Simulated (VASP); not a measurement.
Consider the following.

```xyz
2
Lattice="0.0000 1.7835 1.7835 1.7835 0.0000 1.7835 1.7835 1.7835 0.0000" Properties=species:S:1:pos:R:3 pbc="T T T"
C      0.0000     0.0000     0.0000
C      0.8918     0.8918     0.8918
```

Calculation: G0W0 on PBE orbitals, VASP's PBE PAW potentials (set 64) (plane waves; VASP). Numerical set-up: PREC = Normal, 500 eV cut-off, 4×4×4 Γ-centred mesh, Gaussian smearing of 0.010 eV, potentials C_GW_new.

The mesh is coarse and the basis finite, so the quasiparticle values are not converged.

NBANDS = 303, ENCUTGW = 300 eV, NOMEGA = 64. The PBE levels (eV) that the step starts from are:

```tsv
state	KS energy	filling
k1 (0.00, 0.00, 0.00), band 1	-8.77	2
k1 (0.00, 0.00, 0.00), band 2	12.71	2
k1 (0.00, 0.00, 0.00), band 3	12.71	2
k1 (0.00, 0.00, 0.00), band 4	12.71	2
k1 (0.00, 0.00, 0.00), band 5	18.31	0
k1 (0.00, 0.00, 0.00), band 6	18.31	0
k1 (0.00, 0.00, 0.00), band 7	18.31	0
k1 (0.00, 0.00, 0.00), band 8	26.07	0
k3 (0.50, 0.00, 0.00), band 1	-2.99	2
k3 (0.50, 0.00, 0.00), band 2	-0.66	2
k3 (0.50, 0.00, 0.00), band 3	9.92	2
k3 (0.50, 0.00, 0.00), band 4	9.92	2
k3 (0.50, 0.00, 0.00), band 5	21.17	0
k3 (0.50, 0.00, 0.00), band 6	21.17	0
k3 (0.50, 0.00, 0.00), band 7	21.57	0
k3 (0.50, 0.00, 0.00), band 8	28.43	0
k6 (-0.25, 0.25, 0.00), band 1	-4.30	2
k6 (-0.25, 0.25, 0.00), band 2	4.01	2
k6 (-0.25, 0.25, 0.00), band 3	5.10	2
k6 (-0.25, 0.25, 0.00), band 4	9.70	2
k6 (-0.25, 0.25, 0.00), band 5	20.64	0
k6 (-0.25, 0.25, 0.00), band 6	22.73	0
k6 (-0.25, 0.25, 0.00), band 7	25.08	0
k6 (-0.25, 0.25, 0.00), band 8	26.65	0
```

**Question.** Give the quasiparticle energies and renormalisation factors Z.

**Answer.** 
| state | QP energy (eV) | Z |
|---|---|---|
| k1 (0.00, 0.00, 0.00), band 1 | -10.55 | 0.77 |
| k1 (0.00, 0.00, 0.00), band 2 | 11.72 | 0.82 |
| k1 (0.00, 0.00, 0.00), band 3 | 11.72 | 0.82 |
| k1 (0.00, 0.00, 0.00), band 4 | 11.72 | 0.82 |
| k1 (0.00, 0.00, 0.00), band 5 | 19.07 | 0.82 |
| k1 (0.00, 0.00, 0.00), band 6 | 19.07 | 0.82 |
| k1 (0.00, 0.00, 0.00), band 7 | 19.07 | 0.82 |
| k1 (0.00, 0.00, 0.00), band 8 | 26.66 | 0.76 |
| k3 (0.50, 0.00, 0.00), band 1 | -4.63 | 0.75 |
| k3 (0.50, 0.00, 0.00), band 2 | -2.12 | 0.76 |
| k3 (0.50, 0.00, 0.00), band 3 | 8.77 | 0.81 |
| k3 (0.50, 0.00, 0.00), band 4 | 8.77 | 0.81 |
| k3 (0.50, 0.00, 0.00), band 5 | 21.99 | 0.81 |
| k3 (0.50, 0.00, 0.00), band 6 | 21.99 | 0.81 |
| k3 (0.50, 0.00, 0.00), band 7 | 22.07 | 0.80 |
| k3 (0.50, 0.00, 0.00), band 8 | 29.07 | 0.77 |
| k6 (-0.25, 0.25, 0.00), band 1 | -5.95 | 0.76 |
| k6 (-0.25, 0.25, 0.00), band 2 | 2.54 | 0.78 |
| k6 (-0.25, 0.25, 0.00), band 3 | 3.76 | 0.79 |
| k6 (-0.25, 0.25, 0.00), band 4 | 8.56 | 0.81 |
| k6 (-0.25, 0.25, 0.00), band 5 | 21.25 | 0.82 |
| k6 (-0.25, 0.25, 0.00), band 6 | 23.68 | 0.80 |
| k6 (-0.25, 0.25, 0.00), band 7 | 25.86 | 0.79 |
| k6 (-0.25, 0.25, 0.00), band 8 | 27.39 | 0.77 |
On the mesh the gap opens from 4.44 to 5.93 eV.

The compound is C in the diamond structure. The cell was not relaxed at this level. The k-mesh is coarse (spacing up to 0.76 per Å, 2π included), so the numbers may not be converged in it.
